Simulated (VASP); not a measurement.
## Cd₄S₂Se₂ (ordered alloy cell): computed properties

Level of theory: PBEsol GGA, VASP's PBE PAW potentials (set 64) (plane waves; VASP).

```yaml
space_group: R3m (160)
cell: a = b = 4.2080 Å, c = 41.2852 Å, α = β = 90.00°, γ = 120.00°
volume_per_atom: 26.38 Å^3/atom
band gap (over mesh and band path): 0.56 eV
smallest direct gap (over mesh and band path): 0.56 eV
band_edge_character: direct, Γ to Γ
density: 5.29 g/cm³
```

Cd2SSe is taken in the trigonal space group R3m, hexagonal axes (No. 160), Pearson symbol hR8. Lattice parameters: a = b = 4.208 Å, c = 41.285 Å, α = β = 90.00°, γ = 120.00°. Cd1 on 3a is surrounded by 1 S at 2.520 Å and 3 Se at 2.611 Å (tetrahedral). Cd2 on 3a is coordinated by 4 Se at 2.609–2.623 Å (tetrahedral). Cd3 on 3a sees 3 S at 2.549 Å and 1 Se at 2.635 Å (tetrahedral). Cd4 on 3a is surrounded by 4 S at 2.531–2.550 Å (tetrahedral). Se1 on 3a has 4 Cd at 2.611–2.623 Å (tetrahedral). Se2 on 3a sees 4 Cd at 2.609–2.635 Å (tetrahedral). S1 on 3a has 4 Cd at 2.531–2.549 Å (tetrahedral). S2 on 3a is surrounded by 4 Cd at 2.520–2.550 Å (tetrahedral). (Neighbours: up to the widest gap in distance over summed covalent radii, below 1.35, at either atom; cation-cation and far metal-metal contacts left out.)
(The calculation used a cell of 8 atoms; values per cell refer to that cell.)

The structure was generated: Cd4S2Se2 was put into an ordered model structure (R3m), which need not be its known phase. It was relaxed first. Symmetry was kept, so distortions that lower it aren't found.
